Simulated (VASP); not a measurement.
# ZnRe2 (Fm-3m) in VASP: elastic constants with r2SCAN

Aim: the elastic constants of ZnRe2 with r2SCAN.

Program: VASP 6.6.1. These are calculated values, not measurements. Logs are shortened: lines on timing, memory, paths and dates and some standing lists are left out, and cuts for length are marked.

### 1 The structure

Symmetry: Fm-3m, No. 225, cubic system. The conventional cell has a = 5.753 Å, b = 5.753 Å, c = 5.753 Å, α = 90.00°, β = 90.00°, γ = 90.00°. Zn (site symmetry m-3m) has 8 Re at 2.49 Å as nearest neighbours. Re (site symmetry -43m) has 4 Zn at 2.49 Å as nearest neighbours.

The cell was built by a generator and needn't be a form met in nature.

### 2 Elastic constants, r2SCAN

POSCAR reads:

```
ZnRe2
1.0
    0.0000000000      2.8766070000      2.8766070000
    2.8766070000      0.0000000000      2.8766070000
    2.8766070000      2.8766070000      0.0000000000
Zn Re
1 2
Direct
    0.0000000000      0.0000000000      0.0000000000
    0.7500000000      0.7500000000      0.7500000000
    0.2500000000      0.2500000000      0.2500000000
```

INCAR.step1 reads:

```
SYSTEM = ZnRe2
ALGO = Normal
EDIFF = 1E-8
EDIFFG = -0.002
ENCUT = 600
IBRION = 2
ISIF = 3
ISMEAR = 1
LASPH = .True.
LCHARG = .False.
LMIXTAU = .True.
LREAL = .False.
LWAVE = .False.
METAGGA = R2SCAN
NELM = 100
NSW = 40
PREC = Accurate
SIGMA = 0.1
```

INCAR.step2 reads:

```
SYSTEM = ZnRe2
ALGO = Normal
EDIFF = 1E-8
ENCUT = 600
IBRION = 6
ISIF = 3
ISMEAR = 1
LASPH = .True.
LCHARG = .False.
LMIXTAU = .True.
LREAL = .False.
LWAVE = .False.
METAGGA = R2SCAN
NELM = 100
NFREE = 2
NSW = 1
POTIM = 0.015
PREC = Accurate
SIGMA = 0.1
```

KPOINTS reads:

```
k-points
0
Gamma
  6 6 6
  0 0 0
```

Potentials or basis: VASP PAW PBE potentials, release 64 (Zn, Re).

Started as:

```
cat potpaw_PBE.64/Zn/POTCAR potpaw_PBE.64/Re/POTCAR > POTCAR
cp INCAR.step1 INCAR
mpirun -np 1 vasp_std > vasp.out
cp CONTCAR POSCAR
cp INCAR.step2 INCAR
mpirun -np 1 vasp_std > vasp.out
```

OUTCAR:

```text
SYSTEM = ZnRe2
   EDIFF = 1E-8
   ENCUT = 600
   IBRION = 6
   ISIF = 3
   ISMEAR = 1
   LASPH = .True.
   LREAL = .False.
   METAGGA = R2SCAN
   NELM = 100
   NFREE = 2
   NSW = 1
   POTIM = 0.015
   PREC = Accurate

 ion  position               nearest neighbor table
   1  0.000  0.000  0.000-   2 2.49   2 2.49   2 2.49   2 2.49   3 2.49   3 2.49   3 2.49   3 2.49

   2  0.750  0.750  0.750-   1 2.49   1 2.49   1 2.49   1 2.49   3 2.88   3 2.88   3 2.88   3 2.88
                             3 2.88   3 2.88
   3  0.250  0.250  0.250-   1 2.49   1 2.49   1 2.49   1 2.49   2 2.88   2 2.88   2 2.88   2 2.88
                             2 2.88   2 2.88

  LATTYP: Found a face centered cubic cell.
 ALAT       =     5.7532140000

  Lattice vectors:

 A1 = (   0.0000000000,   2.8766070000,   2.8766070000)
 A2 = (   2.8766070000,   0.0000000000,   2.8766070000)
 A3 = (   2.8766070000,   2.8766070000,   0.0000000000)

Analysis of symmetry for initial positions (statically):
=====================================================================
 Subroutine PRICEL returns:
 Original cell was already a primitive cell.

 Routine SETGRP: Setting up the symmetry group for a
 face centered cubic supercell.

 Subroutine GETGRP returns: Found 48 space group operations
 (whereof 48 operations were pure point group operations)
 out of a pool of 48 trial point group operations.

The static configuration has the point symmetry O_h .

Analysis of symmetry for dynamics (positions and initial velocities):
=====================================================================
 Subroutine PRICEL returns:
 Original cell was already a primitive cell.

 Routine SETGRP: Setting up the symmetry group for a
 face centered cubic supercell.

 Subroutine GETGRP returns: Found 48 space group operations
 (whereof 48 operations were pure point group operations)
 out of a pool of 48 trial point group operations.

The dynamic configuration has the point symmetry O_h .

 Subroutine INISYM returns: Found 48 space group operations
 (whereof 48 operations are pure point group operations),
 and found     1 'primitive' translations

----------------------------------------------------------------------------------------

                                     Primitive cell

  volume of cell :      47.6071

  direct lattice vectors                    reciprocal lattice vectors
     0.000000000  2.876607000  2.876607000    -0.173815888  0.173815888  0.173815888
     2.876607000  0.000000000  2.876607000     0.173815888 -0.173815888  0.173815888
     2.876607000  2.876607000  0.000000000     0.173815888  0.173815888 -0.173815888

  length of vectors
     4.068136633  4.068136633  4.068136633     0.301057949  0.301057949  0.301057949

  position of ions in fractional coordinates (direct lattice)
     0.000000000  0.000000000  0.000000000
     0.750000000  0.750000000  0.750000000
     0.250000000  0.250000000  0.250000000

  ion indices of the primitive-cell ions
   primitive index   ion index
                 1           1
                 2           2
                 3           3

----------------------------------------------------------------------------------------

 KPOINTS: k-points

Automatic generation of k-mesh.
 Grid dimensions read from file:
[... 105 lines left out ...]
  free energy    TOTEN  =      -109.87642545 eV

  energy without entropy =     -109.87377850  energy(sigma->0) =     -109.87554314

------------------------ aborting loop because EDIFF is reached ----------------------------------------

  FORCE on cell =-STRESS in cart. coord.  units (eV):
  Direction    XX          YY          ZZ          XY          YZ          ZX
  --------------------------------------------------------------------------------------
  -------------------------------------------------------------------------------------
  Total       -0.0051051     -0.0051051     -0.0051051      0.0000000      0.0000000      0.0000000
  in kB       -0.1718081     -0.1718081     -0.1718081      0.0000000      0.0000000      0.0000000
  external PRESSURE =      -0.1718081 kB  Pullay stress =       0.0000000 kB
[... 92 lines left out ...]
  FREE ENERGIE OF THE ION-ELECTRON SYSTEM (eV)
  ---------------------------------------------------
  free  energy   TOTEN  =      -109.8777576135 eV

  energy  without entropy=     -109.8764242894  energy(sigma->0) =     -109.87731317

[... ionic steps 4 to 14 ...]

--------------------------------------- Ionic step       15  -------------------------------------------

 number of electron      25.9999997 magnetization

------------------------ aborting loop because EDIFF is reached ----------------------------------------
[... 69 lines left out ...]
--------------------------------------- Ionic step       17  -------------------------------------------

 number of electron      25.9999992 magnetization

 Free energy of the ion-electron system (eV)
  ---------------------------------------------------
  ext. energy  EPLUGINS =         0.00000000
  ---------------------------------------------------
  free energy    TOTEN  =      -109.87589884 eV

  energy without entropy =     -109.87315930  energy(sigma->0) =     -109.87498566

 E-fermi :   5.4095     XC(G=0): -13.6412

 val. band max:        5.4061771934   @ k =   0.0000   0.5000   0.3333
 cond. band min:       5.4458777550   @ k =   0.1667  -0.1667  -0.1667
 fundamental gap:      0.0397005617
 Fermi energy:         5.4094699591

 k-point     1 :       0.0000    0.0000    0.0000
  band No.  band energies     occupation
      1      -4.8418      2.00000
      2      -2.9440      2.00000
      3      -2.9438      2.00000
      4      -2.7321      2.00000
      5      -2.7296      2.00000
      6      -2.7271      2.00000
[... 457 lines left out ...]
      4      -2.7489      2.00000
      5      -2.6628      2.00000
      6      -1.7706      2.00000
[... 9 lines left out ...]
     16       5.9782     -0.00000
     17       6.2476     -0.00000

 [... further k-points ...]

------------------------ aborting loop because EDIFF is reached ----------------------------------------

  FORCE on cell =-STRESS in cart. coord.  units (eV):
  Direction    XX          YY          ZZ          XY          YZ          ZX
  --------------------------------------------------------------------------------------
  -------------------------------------------------------------------------------------
  Total       -0.0142299      0.0066710      0.0066710      0.0000000     -0.2251386      0.0000000
  in kB       -0.4788946      0.2245077      0.2245077      0.0000000     -7.5768560      0.0000000
  external PRESSURE =      -0.0099597 kB  Pullay stress =       0.0000000 kB
[... 18 lines left out ...]
  FREE ENERGIE OF THE ION-ELECTRON SYSTEM (eV)
  ---------------------------------------------------
  free  energy   TOTEN  =      -109.8758988433 eV

  energy  without entropy=     -109.8731593035  energy(sigma->0) =     -109.87498566

 INTERNAL STRAIN TENSORS FROM STRAINED CELLS
 ============================================

 INTERNAL STRAIN TENSOR FOR ION    1 for displacements in x,y,z  (eV/Angst):
          X           Y           Z          XY          YZ          ZX
  --------------------------------------------------------------------------------
  x    -0.00000     0.00000    -0.00000     0.00000     0.00000    -0.00000
  y    -0.00000     0.00000    -0.00000    -0.00000    -0.00000    -0.00000
  z    -0.00000    -0.00000    -0.00000     0.00000     0.00000     0.00000

 INTERNAL STRAIN TENSORS FROM DISPLACED ATOMS
 ============================================

 INTERNAL STRAIN TENSOR FOR ION    1 for displacements in x,y,z  (eV/Angst):
          X           Y           Z          XY          YZ          ZX
  --------------------------------------------------------------------------------
  x     0.00000     0.00000     0.00000     0.00000     0.00000     0.00000
  y     0.00000     0.00000     0.00000     0.00000     0.00000     0.00000
  z     0.00000     0.00000     0.00000     0.00000     0.00000     0.00000

 INTERNAL STRAIN TENSOR FOR ION    3 for displacements in x,y,z  (eV/Angst):
          X           Y           Z          XY          YZ          ZX
  --------------------------------------------------------------------------------
  x     0.00000    -0.00000    -0.00000    -0.00000   -15.00313    -0.00000
  y    -0.00000     0.00000    -0.00000    -0.00000     0.00000   -15.00313
  z    -0.00000    -0.00000     0.00000   -15.00313    -0.00000    -0.00000

 Eigenvectors and eigenvalues of the dynamical matrix
 ----------------------------------------------------

   1 f  =    8.884396 THz    55.822304 2PiTHz  296.351541 cm-1    36.742892 meV
             X         Y         Z           dx          dy          dz
      0.000000  0.000000  0.000000    -0.000104   -0.921781    0.000000
      4.314910  4.314910  4.314910     0.000031    0.274153   -0.000000
      1.438303  1.438303  1.438303     0.000031    0.274153   -0.000000
[... 43 lines left out ...]
   9 f/i=    0.011959 THz     0.075143 2PiTHz    0.398921 cm-1     0.049460 meV
             X         Y         Z           dx          dy          dz
      0.000000  0.000000  0.000000    -0.078996   -0.240054   -0.294030
      4.314910  4.314910  4.314910    -0.132803   -0.403565   -0.494307
      1.438303  1.438303  1.438303    -0.132803   -0.403565   -0.494307

--------------------------------------------------------------------------------------------------------

 ELASTIC MODULI CONTR FROM IONIC RELAXATION (kBar)
 Direction    XX          YY          ZZ          XY          YZ          ZX
 --------------------------------------------------------------------------------
 XX          -0.0000      0.0000      0.0000     -0.0000      0.0000     -0.0000
 YY           0.0000     -0.0000     -0.0000     -0.0000     -0.0000      0.0000
 ZZ           0.0000     -0.0000     -0.0000      0.0000     -0.0000     -0.0000
 XY          -0.0000     -0.0000      0.0000 -53537.7790      0.0000      0.0000
 YZ           0.0000     -0.0000     -0.0000      0.0000 -53537.7790      0.0000
 ZX          -0.0000      0.0000     -0.0000      0.0000      0.0000 -53537.7790
 --------------------------------------------------------------------------------

 TOTAL ELASTIC MODULI (kBar)
 Direction    XX          YY          ZZ          XY          YZ          ZX
 --------------------------------------------------------------------------------
 XX        -181.0397   3643.2413   3643.2413     -0.0000      0.0000     -0.0000
 YY        3643.2413   -181.0397   3643.2413     -0.0000     -0.0000      0.0000
 ZZ        3643.2413   3643.2413   -181.0397      0.0000     -0.0000     -0.0000
 XY          -0.0000     -0.0000      0.0000 -52306.1270      0.0000      0.0000
 YZ           0.0000     -0.0000     -0.0000      0.0000 -52306.1270      0.0000
 ZX          -0.0000      0.0000     -0.0000      0.0000      0.0000 -52306.1270
 --------------------------------------------------------------------------------
```

Wall time 59 min (1 thread of Intel Xeon Platinum 8559C (Emerald Rapids), shared host); peak memory 0.27 GiB.

Results:

* Elastic constants C11, C12, C44: -18, 364, -5231 GPa
* Voigt bulk modulus: 237 GPa
* Highest phonon frequency at Γ, LO-TO splitting left out: 296 cm⁻¹

Phonon frequencies in cm⁻¹ (negative: imaginary):
```csv
q point,frequencies
"(0.000, 0.000, 0.000)",0 0 0 20 20 20 296 296 296
```

Elastic tensor in Voigt notation (GPa, in the Cartesian axes of the cell as first typed):
```
  -18   364   364     0     0     0
  364   -18   364     0     0     0
  364   364   -18     0     0     0
    0     0     0 -5231     0     0
    0     0     0     0 -5231     0
    0     0     0     0     0 -5231
```

Clamped-ion elastic tensor (GPa):
```
-18 364 364   0   0   0
364 -18 364   0   0   0
364 364 -18   0   0   0
  0   0   0 123   0   0
  0   0   0   0 123   0
  0   0   0   0   0 123
```

Caveat: the elastic tensor has a negative eigenvalue, so either the cell is unstable as it stands or the mesh is too thin; the PAW data sets were made with another functional, which shifts forces and pressure a little. The run has no spin-orbit coupling, so splittings on Re are missing.
